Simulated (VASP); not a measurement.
LiC18, 19 atoms in the cell. The cell holds a slab with vacuum, 19 atoms: a = 7.398 Å, b = 7.398 Å, c = 13.000 Å, α = 90.00°, β = 90.00°, γ = 120.00°. The cell was built by a generator and needn't be a form met in nature.

| Quantity | Value |
| --- | --- |
| Program | VASP 6.6.1 |
| Task | single point |
| Functional | PBEsol |
| Potentials or basis | VASP PAW PBE potentials, release 64 (C, Li_sv) |
| Cutoff | 520 eV |
| k mesh | 2 × 2 × 1 |
| Occupations | gaussian, width 0.02 eV |
| Spin | collinear spin, typed start |
| Starting moments | [0.0, 0.0, 0.0, 0.0, 0.0, 0.0, 0.0, 0.0, 0.0, 0.0, 0.0, 0.0, 0.0, 0.0, 0.0, 0.0, 0.0, 0.0, 1.0] μB |
| Dipole correction | no |
| Further INCAR settings | LREAL = Auto; ALGO = Normal; EDIFF = 1e-06; NBANDS = 56 |

Potentials or basis: VASP PAW PBE potentials, release 64 (C, Li_sv).

Run with:

```bash
$ cat potpaw_PBE.64/C/POTCAR potpaw_PBE.64/Li_sv/POTCAR > POTCAR
$ mpirun -np 1 vasp_std > vasp.out
```

Hardware: 1 thread of Intel(R) Xeon(R) Platinum 8488C (Sapphire Rapids), on a shared host.

Problem. Estimate the wall time of this run.

Solution. It took 6.5 min on 1 thread of Intel(R) Xeon(R) Platinum 8488C (Sapphire Rapids) (shared host), peak memory 0.88 GiB. Counts: scf iterations 27, k points 3.
